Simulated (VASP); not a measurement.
# GaP (space group P6_3mc): computed properties

Computed with r2SCAN meta-GGA, VASP's PBE PAW potentials (set 64) (plane waves; VASP).

```
Quantity                                                                                            Result
---------------------------------------------  -----------------------------------------------------------
space group                                                                                   P6_3mc (186)
cell                                           a = b = 3.8398 Å, c = 6.3290 Å, α = β = 90.00°, γ = 120.00°
volume per atom                                                                              20.20 Å³/atom
band gap (over mesh and band path)                                                                 1.74 eV
smallest direct gap (over mesh and band path)                                                      1.74 eV
band-edge character                                                                         direct, Γ to Γ
density                                                                                         4.14 g/cm³
```

```
GaP
1.0
    3.83985     0.00000     0.00000
   -1.91992     3.32541     0.00000
    0.00000     0.00000     6.32896
Ga P
2 2
Direct
  0.66667   0.33333   0.50006
  0.33333   0.66667   0.00006
  0.66667   0.33333   0.87394
  0.33333   0.66667   0.37394
```

The structure comes from a computed database's GaP entry (P6_3mc); how it stands against other phases isn't given here. It was relaxed first. Symmetry was kept, so distortions that lower it aren't found.
